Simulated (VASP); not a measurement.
An input for Quantum ESPRESSO's pw.x (written as the equivalent of a VASP run, and not itself run):

```
&CONTROL
  calculation = 'scf'
  pseudo_dir = './pseudo'
  outdir = './out'
  tprnfor = .true.
  tstress = .true.
/
&SYSTEM
  ibrav = 0
  nat = 3
  ntyp = 2
  ecutwfc = 88
  occupations = 'smearing'
  smearing = 'methfessel-paxton'
  degauss = 0.00735
  input_dft = 'pbe'
/
&ELECTRONS
  conv_thr = 7.3e-08
  electron_maxstep = 100
/
ATOMIC_SPECIES
  Rh 102.906 Rh.upf
  B 10.810 B.upf
CELL_PARAMETERS angstrom
     0.0000000    2.5211990    2.5211990
     2.5211990    0.0000000    2.5211990
     2.5211990    2.5211990    0.0000000
ATOMIC_POSITIONS crystal
  Rh   0.0000000  0.0000000  0.0000000
  B    0.2500000  0.2500000  0.2500000
  B    0.7500000  0.7500000  0.7500000
K_POINTS automatic
  11 11 11 0 0 0
```

Question: Write the VASP files for the same calculation (PBE).

Answer: This is not unique; one that fits is 
File KPOINTS:
```
Automatic mesh
0
Monkhorst-Pack
11 11 11
0 0 0
```

**POSCAR**
```
B2Rh
3.5655140
  0.0000000000   0.7071067453   0.7071067453
  0.7071067453   0.0000000000   0.7071067453
  0.7071067453   0.7071067453   0.0000000000
Rh B
1 2
Cart
  0.0000000000   0.0000000000   0.0000000000
  0.3535533727   0.3535533727   0.3535533727
  1.0606601180   1.0606601180   1.0606601180
```

### INCAR
```
# general
SYSTEM   =  B2Rh
PREC     =  Accurate
ENCUT    =  520
LREAL    =  .False.
LASPH    =  .True.

# electronic loop
EDIFF    =  1E-6
NELM     =  100
ALGO     =  Normal
LMAXMIX  =  4

# smearing
ISMEAR   =  1
SIGMA    =  0.1

# functional
GGA      =  PE

# ions
ISIF     =  2

# output
LWAVE    =  .False.
LCHARG   =  .False.
```

POTCAR, in this order: Rh_pv B (PBE.64 set). Program: vasp_std.

The two are equivalent in intent, not identical: the potentials are each code's own (VASP's PAW set, PseudoDojo norm-conserving files in pw.x), so ENCUT and ecutwfc are chosen apart and not converted; conv_thr bounds pw.x's estimated SCF error, while EDIFF bounds the energy change between steps.

The structure was generated: B2Rh was put into the fluorite type (Fm-3m), which need not be its known phase. The cell was not relaxed at this level. The run is one of a series of settings (KPOINTS 11×11×11 Monkhorst-Pack mesh against the base run), some of them coarse on purpose.
